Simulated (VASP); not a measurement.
# Gap, carriers and strain in SiPb (Pm-3m), part 3 of 3

The runs below take SiPb at its given cell and follow the band edges through several levels. The cell is generated by rule, not measured, and may not be a known phase.

VASP 6.6.1, plane waves and PAW; the level of theory is named at each step.

Still holding for the runs below: The k-mesh is coarse for a metal.

So far. Step 3 (Bands on a dense mesh): At -9.3 GPa the cell is away from the equilibrium volume of this level: left free, it would shrink. Step 5 (Orbitals for bands with HSE06): The run ends at a pressure of -7.39 GPa.

The structure was built from a prototype and need not be the compound's stable phase.

## 6. Bands with HSE06

This step: HSE06; plane waves and PAW (Pb_d, Si); invented cell (VASP 6.6.1).

A quarter of screened exact exchange corrects much of the semilocal gap error; its cost forces a coarser mesh.

INCAR

```
SYSTEM = SiPb
PREC = Accurate
ENCUT = 400
EDIFF = 1E-06
NELM = 100
ISMEAR = 0
SIGMA = 0.02
LREAL = .FALSE.
ALGO = Normal
LHFCALC = .TRUE.
AEXX = 0.25
GGA = PE
HFSCREEN = 0.2
LASPH = .TRUE.
NBANDS = 15
PRECFOCK = Fast
LORBIT = 11
LWAVE = .FALSE.
LCHARG = .FALSE.
KPAR = 4
ISIF = 2
```

POSCAR

```
SiPb
1.0
    3.9889100000      0.0000000000      0.0000000000
    0.0000000000      3.9889100000      0.0000000000
    0.0000000000      0.0000000000      3.9889100000
Pb Si
1 1
Direct
    0.0000000000      0.0000000000      0.0000000000
    0.5000000000      0.5000000000      0.5000000000
```

KPOINTS

```
Automatic mesh
0
Gamma
4 4 4
0 0 0
```

KPOINTS_OPT

```
Line mode
8
Line-mode
Reciprocal
  0.00000000   0.00000000   0.00000000 GAMMA
  0.00000000   0.50000000   0.00000000 X

  0.00000000   0.50000000   0.00000000 X
  0.50000000   0.50000000   0.00000000 M

  0.50000000   0.50000000   0.00000000 M
  0.00000000   0.00000000   0.00000000 GAMMA

  0.00000000   0.00000000   0.00000000 GAMMA
  0.50000000   0.50000000   0.50000000 R

  0.50000000   0.50000000   0.50000000 R
  0.00000000   0.50000000   0.00000000 X

  0.50000000   0.50000000   0.00000000 M
  0.50000000   0.50000000   0.50000000 R
```

PAW data sets: Pb_d and Si (PBE family, release 64).

The WAVECAR or CHGCAR of an earlier step is read.

Command:

```
$ mpirun -np 4 vasp_std
```

The program printed:

```text
[banner, memory and clock lines left out]
running    4 mpi-ranks, on    1 nodes
 distrk:  each k-point on    1 cores,    4 groups
 distr:  one band on    1 cores,    1 groups

 POSCAR found type information on POSCAR PbSi
 POSCAR found :  2 types and       2 ions
 LDA part: xc-table for (Slater+PW92), standard interpolation
 found WAVECAR, reading the header
 POSCAR, INCAR and KPOINTS ok, starting setup
 FFT: planning ... GRIDC
 FFT: planning ... GRID_SOFT
 FFT: planning ... GRID
 reading WAVECAR
 the WAVECAR file was read successfully
 initial charge from wavefunction
 entering main loop
       N       E                     dE             d eps       ncg     rms          rms(c)
DAV:   1    -0.838259565939E+01   -0.83826E+01   -0.43709E-01   349   0.784E+00    0.158E+00
DAV:   2    -0.838305842610E+01   -0.46277E-03   -0.15499E-02   384   0.978E-01    0.104E+00
DAV:   3    -0.838231776059E+01    0.74067E-03   -0.28664E-03   392   0.558E-01    0.587E-01
DAV:   4    -0.838220563472E+01    0.11213E-03   -0.36812E-04   391   0.193E-01    0.325E-01
DAV:   5    -0.838216170691E+01    0.43928E-04   -0.43514E-05   384   0.616E-02    0.182E-01
DAV:   6    -0.838214721893E+01    0.14488E-04   -0.14962E-05   405   0.299E-02    0.102E-01
DAV:   7    -0.838214407181E+01    0.31471E-05   -0.54363E-06   391   0.172E-02    0.566E-02
DAV:   8    -0.838214388566E+01    0.18615E-06   -0.15909E-06   377   0.984E-03
   1 F= -.83821439E+01 E0= -.83817800E+01  d E =-.727802E-03
 Start KPOINTS_OPT (optional k-point list driver)
k-point batch [1-10\48]
       N       E                     dE             ncg
DAV:   1     0.176649170087E+03   -0.22231E+04      307
DAV:   2    -0.130494424765E+04   -0.14816E+04      314
DAV:   3    -0.140995833958E+04   -0.10501E+03      377
DAV:   4    -0.141323101099E+04   -0.32727E+01      336
DAV:   5    -0.141334252459E+04   -0.11151E+00      393
DAV:   6    -0.141334942986E+04   -0.69053E-02      413
DAV:   7    -0.141334950807E+04   -0.78205E-04      385
DAV:   8    -0.141334950884E+04   -0.77616E-06      270
[...]
k-point batch [41-48\48]
       N       E                     dE             ncg
DAV:   1     0.732622325172E+03   -0.45292E+04      240
DAV:   2    -0.342852360671E+03   -0.10755E+04      261
DAV:   3    -0.412395770158E+03   -0.69543E+02      303
DAV:   4    -0.414195300805E+03   -0.17995E+01      355
DAV:   5    -0.414250246968E+03   -0.54946E-01      361
DAV:   6    -0.414252457223E+03   -0.22103E-02      400
DAV:   7    -0.414252480007E+03   -0.22784E-04      360
DAV:   8    -0.414252480249E+03   -0.24171E-06      274
```

Wall time 4 min (4 MPI ranks of AMD EPYC 7R43, shared host); peak memory 0.91 GiB; 16 min of CPU time.

Parts of OUTCAR (step 6):

```text
   k-points           NKPTS =     10   k-points in BZ     NKDIM =     64   number of bands    NBANDS=     15

   NELECT =      18.0000    total number of electrons

  exchange ACFDT corr.  =         0.00000000  see jH, gK, PRB 81, 115126

 E-fermi :   4.7575

 k-point     1 :       0.0000    0.0000    0.0000
  band No.  band energies     occupation
    ...
      6      -7.0531      2.00000
      7      -0.5315      2.00000
      8       4.3621      2.00000
      9       4.3621      2.00000
     10       4.3621      2.00000
     11       9.0520      0.00000
     12       9.0520      0.00000
     13      11.2377      0.00000
     14      11.2377      0.00000
     15      11.2377      0.00000

  Total       -3.4729649     -3.4729649     -3.4729649     -0.0000000     -0.0000000      0.0000000
  in kB      -87.6694475    -87.6694475    -87.6694475     -0.0000000     -0.0000000      0.0000000
  external PRESSURE =     -87.6694475 kB  Pullay stress =       0.0000000 kB

 POSITION                                       TOTAL-FORCE (eV/Angst)
 -----------------------------------------------------------------------------------
      0.00000      0.00000      0.00000         0.000000      0.000000      0.000000
      1.99446      1.99446      1.99446         0.000000      0.000000      0.000000
 -----------------------------------------------------------------------------------
    total drift:                               -0.000002      0.000002      0.000000

  FREE ENERGIE OF THE ION-ELECTRON SYSTEM (eV)
  ---------------------------------------------------
  free  energy   TOTEN  =        -8.3821438857 eV

  energy  without entropy=       -8.3814160835  energy(sigma->0) =       -8.38177998

[... 7 parts as in an earlier step ...]

[... 9 further parts left out ...]
```

The k-mesh is coarse for exact exchange; in a metal the Fermi energy and the levels can shift by several tenths of an eV on a finer one.

This step gave:

```
SCF cycles              : 8
free energy (TOTEN)     : -8.382 eV
energy at zero smearing : -8.382 eV
Fermi energy            : 4.758 eV
pressure                : -8.767 GPa
```

The electronic bands at the labelled points (eV, zero at the Fermi level; # counts the bands kept, so #1 is VASP's band 6):

| point | #1 | #2 | #3 | #4 | #5 | #6 | #7 | #8 |
| --- | --- | --- | --- | --- | --- | --- | --- | --- |
| Γ | -11.81 | -5.29 | -0.40 | -0.40 | -0.40 | 4.29 | 4.29 | 6.48 |
| 0.57 of the way | -11.02 | -7.00 | -0.57 | 0.45 | 0.45 | 3.34 | 4.49 | 4.49 |
| X | -9.84 | -8.73 | 0.59 | 1.11 | 1.66 | 1.66 | 2.73 | 2.73 |
| 0.43 of the way | -9.48 | -8.33 | -1.61 | -1.58 | 1.84 | 3.17 | 3.35 | 3.76 |
| M | -8.66 | -7.36 | -4.02 | -4.02 | 2.18 | 4.21 | 4.91 | 4.91 |
| 0.43 of the way | -10.25 | -7.13 | -3.03 | -0.19 | 1.16 | 2.37 | 4.20 | 5.43 |
| Γ | -11.81 | -5.29 | -0.40 | -0.40 | -0.40 | 4.29 | 4.29 | 6.48 |
| 0.43 of the way | -10.48 | -6.74 | -1.81 | -1.81 | 0.85 | 3.80 | 3.84 | 3.84 |
| R | -7.76 | -6.65 | -1.27 | -1.27 | -1.27 | -1.06 | -1.06 | -1.06 |
| 0.43 of the way | -8.67 | -7.48 | -2.34 | -2.34 | -0.50 | -0.02 | 3.03 | 3.52 |
| X | -9.84 | -8.73 | 0.59 | 1.11 | 1.66 | 1.66 | 2.73 | 2.73 |
| jump to M | -8.66 | -7.36 | -4.02 | -4.02 | 2.18 | 4.21 | 4.91 | 4.91 |
| 0.43 of the way | -8.36 | -7.12 | -3.47 | -3.47 | 0.51 | 1.42 | 2.53 | 2.53 |
| R | -7.76 | -6.65 | -1.27 | -1.27 | -1.27 | -1.06 | -1.06 | -1.06 |

Of the projections kept (Pb, Si), the largest for each band there; the rest of the weight can lie on other orbitals:

| point | #1 | #2 | #3 | #4 | #5 | #6 | #7 | #8 |
| --- | --- | --- | --- | --- | --- | --- | --- | --- |
| Γ | Pb 0.74 | Pb 0.50 | Si 0.53 | Si 0.53 | Si 0.53 | Pb 1.00 | Pb 1.00 | Pb 0.63 |
| X | Pb 0.97 | Si 0.90 | Si 0.55 | Pb 0.60 | Si 0.95 | Si 0.95 | Pb 1.00 | Pb 1.00 |
| M | Pb 1.00 | Si 0.98 | Pb 0.59 | Pb 0.59 | Si 1.00 | Pb 1.00 | Pb 0.55 | Pb 0.55 |
| Γ | Pb 0.74 | Pb 0.50 | Si 0.53 | Si 0.53 | Si 0.53 | Pb 1.00 | Pb 1.00 | Pb 0.63 |
| R | Pb 1.00 | Si 1.00 | Si 0.89 | Si 0.89 | Si 0.89 | Pb 1.00 | Pb 1.00 | Pb 1.00 |
| X | Pb 0.97 | Si 0.90 | Si 0.55 | Pb 0.60 | Si 0.95 | Si 0.95 | Pb 1.00 | Pb 1.00 |

The electronic bands as a text plot (rows in eV, shown from -8.0 to 6.5 only):

```
    6.2 |**                       *
    5.6 |  *                ******
    5.0 |  **         ****** ***** ****             ***
    4.4 |*****      ******  *   ***      **         **    *
    3.8 |     *    ***   ***   *       **          *  *** **
    3.2 |    * * ***      **         **    *       *
    2.6 |     * ***         *            **            *** **
    2.0 |       ************ **                  **      **
    1.4 |      **           ***      **          **   **** ***
    0.7 |    ** *            ***       **  ***      ***  *  * *
    0.1 |   *  * *             *** **           *  *** **    *
   -0.5 |******   *         *   *****       **   ***         ***
   -1.1 |                            **  **   *****   *       ***
   -1.7 |          *      **   *       **  ***      **         *
   -2.3 |           *        **          *****  ****          *
   -2.9 |                   *                                *
   -3.5 |            *   ***                               **
   -4.1 |             ****                                *
   -4.7 |
   -5.3 |**                     ***
   -5.9 |  *                   *   **
   -6.5 |   *                **      ****   *****              **
   -7.1 |    *         **   *            ***     **       *****
   -7.7 |     *      **  ***                *****  ***        ***
         Γ      X      M          Γ            R        X|M     R
```

## 7. What came out

```yaml
gap_pbesol: none
gap_with_spin_orbit_coupling: none
gap_hse06_without_spin_orbit_coupling: none
```

**Reading.** At this level the bands overlap or touch. Masses were not obtained, since there is no gap at this level. The strain response was not obtained, since there is no gap at this level.

[Lines on the potential files, build, host, timing and source positions are cut from VASP's logs without a mark.]

[Logs are printed without paths, hosts, clocks, repeated set-up lines and the standing remarks that a program may print on its own settings, such as how far it seeks lower states.]

[Hosts, paths, dates, database ids (printed as entryN), source tags and the programs' standing remarks are cut or masked in the printed files.]

[In band tables of VASP the shares of atoms and orbitals are scaled to a sum of 1 inside the atoms' spheres.]

[Gaps and slopes under strain along one axis are those of the sampled path and mesh points; where strain splits equal valleys, another of them can be the edge.]
